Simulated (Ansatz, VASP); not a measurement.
**One calculation of HfRu3, two programs**

The input INCAR:

```
SYSTEM = HfRu3
PREC     = Accurate       ! precision mode
ENCUT    = 520            ! plane-wave cutoff, eV
EDIFF    = 1E-7           ! SCF threshold, eV
ISMEAR   = -1             ! smearing method
SIGMA    = 0.05           ! smearing width, eV
LREAL    = .False.        ! projectors in reciprocal space
LASPH    = .True.         ! aspherical terms in the spheres
NELM     = 100            ! most SCF steps
ALGO     = Normal         ! electronic algorithm
ISIF     = 2              ! what is computed and relaxed
LWAVE    = .False.        ! write WAVECAR
LCHARG   = .False.        ! write CHGCAR
GGA      = PE             ! functional
NBANDS   = 34             ! bands
```

File KPOINTS:

```
regular mesh
0
Gamma
  7 7 7
  0 0 0
```

POSCAR

```
HfRu3
1.0
    3.9819709357      0.0000000000      0.0000000000
    0.0000000000      3.9819709357      0.0000000000
    0.0000000000      0.0000000000      3.9819709357
Hf Ru
1 3
Direct
    0.0000000000      0.0000000000      0.0000000000
    0.0000000000      0.5000000000      0.5000000000
    0.5000000000      0.0000000000      0.5000000000
    0.5000000000      0.5000000000      0.0000000000
```

Contents of input.yaml:

```yaml
crystal:
  lattice:
    - [3.9819709357, 0.0, 0.0]
    - [0.0, 3.9819709357, 0.0]
    - [0.0, 0.0, 3.9819709357]
  atoms:
    - { symbol: Hf, position: [0.0, 0.0, 0.0] }
    - { symbol: Ru, position: [0.0, 0.5, 0.5] }
    - { symbol: Ru, position: [0.5, 0.0, 0.5] }
    - { symbol: Ru, position: [0.5, 0.5, 0.0] }
hamiltonian:
  xc: pbe
  pseudopotentials: { kind: paw }
kpoints:
  mp_grid: { grid: [7, 7, 7] }
scf:
  occupations: { method: fermi_dirac, width: 0.05 }
output:
  forces: true
  stress: true
  eigenvalues: true
```

Change from the starting cell: volume scaled by 1.02.

Alike in both runs: task single point; functional PBE; k mesh 7 × 7 × 7; occupations fermi-dirac, width 0.05 eV; no spin polarisation.

|  | VASP | Ansatz |
| --- | --- | --- |
| version | VASP 6.6.1 | Ansatz 0.2.0 |
| potentials or method | VASP PAW PBE potentials, release 64 (Hf_pv, Ru_pv) | Ansatz PAW |
| plane-wave cutoff (eV) | 520 | 420 |
| valence electrons in the cell | 52 | 74 |

VASP gave:

```
gap on the k mesh at the Fermi level (eV) : none
pressure (GPa)                            : -6.2
```

**Question.** What did Ansatz give for the same quantities?

**Answer.** gap on the k mesh at the Fermi level (eV): none; pressure (GPa): -5.4.

A gap of «none» marks a metal or a gap that the smearing closes. The two sets of potentials don't hold the same shells in valence.

Spin-orbit coupling is left out, which matters for the levels of Hf.
